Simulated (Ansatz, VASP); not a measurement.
**Si in VASP and in Ansatz**

```xyz
2
Lattice="0.0000 2.7548 2.8899 2.4577 0.0000 2.8899 2.4577 2.7548 0.0000" Properties=species:S:1:pos:R:3 pbc="T T T"
Si    2.4577    2.7548    2.8899
Si    3.6866    4.1322    4.3348
```

Change from the starting cell: strain +e along x and -e along y -0.0550, strain +e along z and -e/2 along x and y +0.0700.

Alike in both runs: task single point; functional LDA; k mesh 12 × 12 × 12; occupations gaussian, width 0.05 eV; no spin polarisation.

|  | VASP | Ansatz |
| --- | --- | --- |
| version | VASP 6.6.1 | Ansatz 0.2.0 |
| potentials or method | VASP PAW LDA potentials, release 64 (Si) | scalar-relativistic, plane waves, PAW |
| plane-wave cutoff (eV) | 520 | 420 |
| valence electrons in the cell | 8 | 8 |

```csv
,VASP,Ansatz,Ansatz less VASP
gap on the k mesh at the Fermi level (eV),none,none,-
pressure (GPa),-0.2,-0.2,-0.05
largest component of the traceless stress (GPa),6.39,6.39,+0.001
```

A gap of «none» marks a metal or a gap that the smearing closes. Ansatz warned: «pseudo_functional_mismatch».
